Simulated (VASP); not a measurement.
Given:

```yaml
crystal:
  lattice:
    - [1.77844, -3.08035, 0.00000]
    - [1.77844, 3.08035, 0.00000]
    - [0.00000, 0.00000, 5.12190]
  atoms:
    - { symbol: Pt, position: [0.00000, 0.00000, 0.00000] }
    - { symbol: S, position: [0.33333, 0.66667, 0.23888] }
    - { symbol: S, position: [0.66667, 0.33333, 0.76112] }
```

Method: r2SCAN+rVV10, VASP's PBE PAW potentials (set 64) (plane waves; VASP 6.6.1). Numerical set-up: 520 eV cut-off, 8×8×5 Γ-centred mesh, tetrahedra with Blöchl corrections, potentials Pt S.

Unless said otherwise, spin-orbit coupling is left out, though it shifts the bands of the heavy elements here.

Q: Give the energies of bands 3 to 14 at the high-symmetry points, in eV from the valence-band maximum.

A: 
```json
[
 {"band": "3", "Γ": "-7.04", "M": "-7.43", "K": "-6.71", "A": "-6.68", "L": "-7.67", "H": "-6.41"},
 {"band": "4", "Γ": "-6.70", "M": "-6.01", "K": "-6.21", "A": "-6.68", "L": "-6.13", "H": "-6.41"},
 {"band": "5", "Γ": "-6.70", "M": "-5.27", "K": "-6.21", "A": "-5.68", "L": "-5.41", "H": "-6.30"},
 {"band": "6", "Γ": "-3.90", "M": "-4.30", "K": "-4.59", "A": "-3.92", "L": "-4.95", "H": "-4.38"},
 {"band": "7", "Γ": "-3.90", "M": "-3.24", "K": "-4.59", "A": "-3.92", "L": "-3.23", "H": "-4.38"},
 {"band": "8", "Γ": "-2.07", "M": "-3.22", "K": "-3.56", "A": "-2.64", "L": "-3.22", "H": "-3.75"},
 {"band": "9", "Γ": "-1.08", "M": "-3.22", "K": "-2.78", "A": "-1.31", "L": "-2.81", "H": "-3.48"},
 {"band": "10", "Γ": "-1.08", "M": "-3.09", "K": "-1.46", "A": "-1.31", "L": "-2.81", "H": "-1.97"},
 {"band": "11", "Γ": "0.00", "M": "-2.48", "K": "-1.46", "A": "-1.11", "L": "-1.45", "H": "-1.97"},
 {"band": "12", "Γ": "2.29", "M": "1.71", "K": "0.97", "A": "2.82", "L": "1.91", "H": "2.26"},
 {"band": "13", "Γ": "2.29", "M": "2.75", "K": "0.97", "A": "2.82", "L": "2.40", "H": "2.26"},
 {"band": "14", "Γ": "5.17", "M": "5.77", "K": "5.52", "A": "6.00", "L": "5.46", "H": "7.45"}
]
```

The gap is indirect, 0.93 eV, from the valence maximum at Γ to the conduction minimum at (0.00, 0.25, 0.40).

The compound is PtS2 in the 1T layered structure. It was relaxed first.
